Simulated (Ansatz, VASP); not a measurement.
# Cross-check of PtSe2 (Sudovikovite) between VASP and Ansatz, part 2 of 2

Wanted: the spread between two codes on one cell, functional and k mesh. The cell is taken from a series of runs on this material, whose earlier steps may have relaxed, scaled, displaced or heated it; both programs get it as it stands. Other levels of theory on this material are compared in a session of their own.

VASP 6.6.1 and Ansatz 0.2.0.

So far: The starting structure; VASP: relaxation of cell and atoms, PBEsol with D3(BJ).

### 3. Ansatz: relaxation of cell and atoms, PBEsol with D3(BJ)

Level of this step: Ansatz beside VASP: Kohn-Sham DFT, plane waves, PBEsol with D3(BJ) (Ansatz).

Ansatz runs on its PAW soft_1 files.

The same cell, functional, mesh and smearing now go to Ansatz, which takes its cutoff from its data sets.

Contents of input.yaml:

```yaml
crystal:
  lattice:
    - [3.7388646985, 0.0, 0.0]
    - [-1.8694323492, 3.2379518102, 0.0]
    - [0.0, 0.0, 4.6296709952]
  atoms:
    - { symbol: Se, position: [0.3333333333, 0.6666666667, 0.2721511859] }
    - { symbol: Se, position: [0.6666666667, 0.3333333333, 0.7278488141] }
    - { symbol: Pt, position: [0.0, 0.0, 0.0] }
kpoints:
  mp_grid: { grid: [15, 15, 8] }
hamiltonian:
  xc: pbesol
  dispersion: d3bj
  pseudopotentials: { kind: paw, azcp: { folder: soft_1 }, xc_functional: pbe }
scf:
  occupations: { method: methfessel_paxton, width: 0.2 }
output:
  forces: true
  stress: true
  eigenvalues: true
relax:
  adjacent_minimum: "off"
  f_tol: 0.001
  max_steps: 60
  cell: { stress_tol: 0.01 }
```

Command:

```sh
> ansatz run input.yaml --threads 4 --pin off --max-ram 10240MiB --backend cpu --events-out ev --progress --plain --runs-dir out
```

Numbers of over 12 decimals in the logs are rounded to 6 here.

Log:

```text
Engine: ansatz 0.2.0, aarch64-unknown-linux-gnu
Pseudopotentials: kind: paw
Pseudopotential: Se, paw, valence charge 16, recommended cutoff 420 eV (normal), soft_1/Se.paw.azcp
Pseudopotential: Pt, paw, valence charge 18, recommended cutoff 420 eV (normal), soft_1/Pt.paw.azcp
Functional definition: PBEsol
  exchange = pbesol_x
  correlation = pbesol_c
Crystal: 3 atoms, lattice volume = 56.048 Å³
Basis set: ecut = 420 eV, 1095 PW (Γ), exchange–correlation on 50×50×64 points (8 copies of the dense FFT grid, shifted against one another)
Bands: 30, of which v1, the nominal top of the filled ones, is band 25 counted from 1 (24 counted from 0)
Symmetry: 12 space group operations
Space group: P-3m1 (ITA 164), of the structure as read, at distance tolerance 3.8e-5 Å
k-points: 192 of 1800
Non-local potential: Se, projectors of the file, l = 0: 2, l = 1: 2, l = 2: 3, l = 3: 1
Non-local potential: Pt, projectors of the file, l = 0: 3, l = 1: 2, l = 2: 2, l = 3: 1
PAW form: soft (Blöchl's): semilocal exchange-correlation on the pseudo side does not see the compensation charge
PAW frozen core: Se, regenerated for the run's functional, and the local potential with it (the file was generated under x = pbe(κ = 0.804, μ = 0.219515), c = pbe(β = 0.066725))
PAW frozen core: Pt, regenerated for the run's functional, and the local potential with it (the file was generated under x = pbe(κ = 0.804, μ = 0.219515), c = pbe(β = 0.066725))
PAW one-centre angular grid: Se, 590 points (default); XC on 64 Gauss nodes
PAW one-centre angular grid: Pt, 590 points (default); XC on 64 Gauss nodes
Initial density: superposition of atomic densities (chi_scale 0.1, normalization cell, long waves kept (reshape's long-wave potential 0.00 eV rms))
Initial wavefunctions: pseudopotential atomic-orbital guess
Functional: x = pbesol(κ = 0.804, μ = 0.123457), c = pbesol(β = 0.046)
SCF iter   1: F=—  HF=-23236.615703 eV  |F-HF|=—  |Δ(HF+E_count)|=         —  Δρ=5.08e-2  dr2=7.33e-1  ethr=3.10e-3  ⟨swp⟩=4.9  Hψ=20927  notcnv=0
preconditioner: auto → Kerker (q_TF=auto, 2.677 Å⁻¹)  [metal: Δε(μ)=0.080 eV  Ē_g=10.309 eV  σ=0.200 eV  W_gap=0.33  n_scr=20 (ndim 8)  ℏωp=23.3 eV  f_vac=0.003  D(μ)=0.49/eV (n_scr^D=0)]
SCF iter   2: F=—  HF=-23236.465102 eV  |F-HF|=—  |Δ(HF+E_count)|=   1.51e-1  S|Δr|=    0.00e0  Δρ=2.56e-2  dr2=2.14e-1  ethr=1.47e-3  ⟨swp⟩=2.0  Hψ=8121  notcnv=0  defer=68
SCF iter   3: F=—  HF=-23236.413937 eV  |F-HF|=—  |Δ(HF+E_count)|=   5.12e-2  S|Δr|=    0.00e0  Δρ=8.24e-3  dr2=3.28e-2  ethr=4.27e-4  ⟨swp⟩=2.1  Hψ=6705  notcnv=0  defer=68
SCF iter   4: F=—  HF=-23236.406194 eV  |F-HF|=—  |Δ(HF+E_count)|=   7.74e-3  S|Δr|=    0.00e0  Δρ=1.37e-3  dr2=2.28e-3  ethr=6.57e-5  ⟨swp⟩=3.0  Hψ=10613  notcnv=0  defer=68
SCF iter   5: F=—  HF=-23236.405836 eV  |F-HF|=—  |Δ(HF+E_count)|=   3.58e-4  S|Δr|=    0.00e0  Δρ=7.47e-4  dr2=5.76e-4  ethr=4.57e-6  ⟨swp⟩=2.0  Hψ=9718  notcnv=0  defer=68
SCF iter   6: F=—  HF=-23236.405647 eV  |F-HF|=—  |Δ(HF+E_count)|=   1.89e-4  S|Δr|=    0.00e0  Δρ=2.56e-4  dr2=6.87e-5  ethr=1.15e-6  ⟨swp⟩=2.0  Hψ=9719  notcnv=0  defer=68
SCF iter   7: F=—  HF=-23236.405652 eV  |F-HF|=—  |Δ(HF+E_count)|=   4.99e-6  S|Δr|=    0.00e0  Δρ=5.15e-5  dr2=2.19e-6  ethr=1.37e-7  ⟨swp⟩=2.0  Hψ=7620  notcnv=0  defer=68
SCF iter   8: F=—  HF=-23236.405652 eV  |F-HF|=—  |Δ(HF+E_count)|=   6.81e-8  S|Δr|=    0.00e0  Δρ=2.29e-5  dr2=4.38e-7  ethr=4.38e-9  ⟨swp⟩=2.0  Hψ=9954  notcnv=0  defer=68
SCF iter   9: F=-23236.405652 eV  HF=-23236.405652 eV  |F-HF|=8.57e-9  |Δ(HF+E_count)|=   8.46e-9  S|Δr|=    0.00e0  Δρ=8.47e-6  dr2=4.51e-8  ethr=2.00e-10  ⟨swp⟩=6.4  Hψ=25868  notcnv=0
SCF 1 converged in 9 iterations: F = -23236.405652 eV  dr2 = 4.51e-8
  greatest PAW one-centre occupation: 1.000 electrons in one spin orbital (limit 2), on the Pt atom at site 2 (counted from 0), in its partial waves of l = 0
relax step   1: F+E_penalty+E_count = -23236.40565178 eV  Δ(F+E_penalty+E_count) = +0.000e0 eV  max|allowed force component| = 3.308e-3 eV/Å  Δτ_max = 0.0000 Å  P = +0.007 GPa  Ω = 56.048 Å³  (9 SCF iters, dr2 threshold 1.00e-7 eV, accepted)
[...]
relax step   2: F+E_penalty+E_count = -23236.40564233 eV  Δ(F+E_penalty+E_count) = +9.446e-6 eV  max|allowed force component| = 4.460e-3 eV/Å  Δτ_max = 0.0009 Å  P = -0.011 GPa  Ω = 56.076 Å³  energy of the carried Pulay correction = -8.043e-6 eV  (6 SCF iters, dr2 threshold 6.84e-10 eV, rejected (line search))
[...]
relax step   3: F+E_penalty+E_count = -23236.40564993 eV  Δ(F+E_penalty+E_count) = +1.853e-6 eV  max|allowed force component| = 5.635e-5 eV/Å  Δτ_max = 0.0004 Å  P = +0.001 GPa  Ω = 56.060 Å³  energy of the carried Pulay correction = -3.448e-6 eV  (9 SCF iters, accepted)
[...]
relax step   4: F+E_penalty+E_count = -23236.40565324 eV  Δ(F+E_penalty+E_count) = -3.311e-6 eV  max|allowed force component| = 5.448e-5 eV/Å  Δτ_max = 0.0000 Å  P = +0.001 GPa  Ω = 56.060 Å³  stress off target by 2.70e-3 GPa  SCF on the basis re-selected at this cell (its energy is not comparable with the rows above)  (5 SCF iters)
basis re-selected at this cell: Δ(F+E_penalty+E_count) = -3.311e-6 eV, ΔP = -0.000 GPa vs the last step (what re-selecting the basis moved, of the pressure what is left beyond the Pulay correction that the steps carried, after the strain that the cell walked since its last selection, with what the two solves' SCF thresholds leave and, on support functions, any second-order correction that the steps lacked; it is no m [...]
SCF converged after 5 iterations
Stability not checked: this state was not tested for a lower state beside it, because cold or Methfessel-Paxton smearing, or corrected tetrahedra, fill the levels in a way that the test cannot read (fill_not_monotonic; see scf.lower_state_search)
Free energy (F): -23236.405653 eV
Harris-Foulkes:  -23236.405653 eV  (|F-HF|=3.64e-12)
Internal energy: -23236.407304 eV  (E = F + TS)
E sigma→0 (E₀):  -23236.406066 eV
Entropy (-TS):   0.001650 eV (0.550 meV/atom)
Fermi energy:    14.289072 eV
--- Per-component energies (eV) ---
  E_band       = -911.397847
  E_kinetic    = 820.154889
  E_local      = -6618.082291  (includes V_loc(G=0)·N_el)
  E_nonlocal   = -497.187913
  E_hartree    = 3268.847832
  E_xc         = -401.550892
  E_vxc        = -453.487189  (∫ρ·V_xc dr)
  E_paw        = -13519.424614  (= ΣΔE_a)
  E_vpaw       = -700.491318  (= ΣTr[D̂ρ^β])
  E_aug_tail   = 0.000349  (compensation charges beyond the density's cutoff)
  E_ewald      = -6290.075356
  E_disp       = -1.393242  (pairwise vdW)
  E_core_change = 2.303935  (= ΣΔE_core)
  E_smearing   = 0.001650  (= −TS)
  E_closure    = 0.000000  (closes the sum)
  Σ components = -23236.405653   (vs F -23236.405653, Δ=0.00e0)
--- Forces (eV/Å), atoms counted from 1 ---
  atom   1  Se     0.00000000    -0.00000000     0.00005448
  atom   2  Se    -0.00000000     0.00000000    -0.00005448
  atom   3  Pt     0.00000000    -0.00000000     0.00000000
  max |Σ_I F_I| component: 6.78e-21 eV/Å
--- Stress (GPa, compression-positive) ---
        0.002221       0.000000       0.000000
        0.000000       0.002221      -0.000000
        0.000000      -0.000000      -0.002697
  P = ⅓ Tr σ = 0.0006 GPa (0.006 kbar)
--- Band table (eV; the first three rows and the last of 192) ---
  k-point 0: bands = [... 21 lower, 11.7938, 13.2764, 13.2764, 15.2283, 15.2283, 15.2864, 17.3147, 18.6225, ... 1 higher]
  k-point 1: bands = [... 21 lower, 11.7848, 13.1014, 13.1014, 14.7878, 15.4773, 15.4773, 17.4871, 19.1232, ... 1 higher]
  k-point 2: bands = [... 21 lower, 11.7368, 12.7595, 12.7595, 13.7898, 16.0289, 16.0289, 18.0579, 20.0397, ... 1 higher]
  k-point 191: bands = [... 21 lower, 9.9277, 10.7588, 11.7266, 11.7266, 16.9946, 16.9946, 21.2225, 21.7370, ... 1 higher]
--- Relaxed structure (3 steps of the walk, 2 accepted, 1 SCFs on fresh bases) ---
  F+E_penalty+E_count = -23236.40565324 eV   max|allowed force component| = 5.448e-5 eV/Å   (the final SCF, on the basis selected at the relaxed cell)
  cell:  # Å, volume = 56.0599 Å³
    - [3.739089, -2.8869197065993724e-11, 0]
    - [-1.869545, 3.238146, 0]
    - [0, 0, 4.630100]
  atoms:
    - { symbol: Se, position: [0.333333, 0.666667, 0.272063] }
    - { symbol: Se, position: [0.666667, 0.333333, 0.727937] }
    - { symbol: Pt, position: [0, 0, 0] }
```

Reading the cycles: dr2 is the Hartree energy of the density residual (eV), the measure of convergence; HF is the Harris–Foulkes estimate of the energy, which meets the free energy F at convergence.

### 4. Differences

Known differences besides the potentials themselves: the data sets hold 50 valence electrons in Ansatz (on its PAW soft_1 files) and 22 in VASP; the cutoff is 420 eV in Ansatz and 500 eV in VASP; Ansatz makes its cores anew for this functional, VASP keeps those of its PBE data sets; Ansatz adds a Pulay correction to the stress that steers its cell, VASP none. Total energies have different zeros and are not compared.

Compared:

```csv
quantity,Ansatz,VASP,difference
volume (Å³),56.06,56.09,-0.05 %
"edge a after relaxation, in the typed setting (Å)",3.739,3.740,-0.02 %
"edge c after relaxation, in the typed setting (Å)",4.630,4.630,-0.01 %
```

### 5. Summary of results

```yaml
difference_in_volume_relaxation_of_cell_and_atoms_pbesol_with_d3_bj: -0.051 %
```

**Reading.** The difference in volume is -0.051 % (relaxation of cell and atoms, PBEsol with D3(BJ)), within the 1.2 % picked in this series as the mark of a large difference, as far as the stopping tolerances let one tell. The data sets hold unlike numbers of valence electrons (50 in Ansatz and 22 in VASP), so part of the differences comes from the potentials. 12 further runs of this series are not shown here. Such differences can come from data sets, numerical settings and the points named under the comparisons, not from the functional's error against experiment.

[Lines on the potential files, build, host, timing and source positions are cut from VASP's logs without a mark.]

[Logs are printed without paths, hosts, clocks, repeated set-up lines and the standing remarks that a program may print on its own settings, such as how far it seeks lower states.]

[Hosts, paths, dates, database ids (printed as entryN), source tags and the programs' standing remarks are cut or masked in the printed files.]
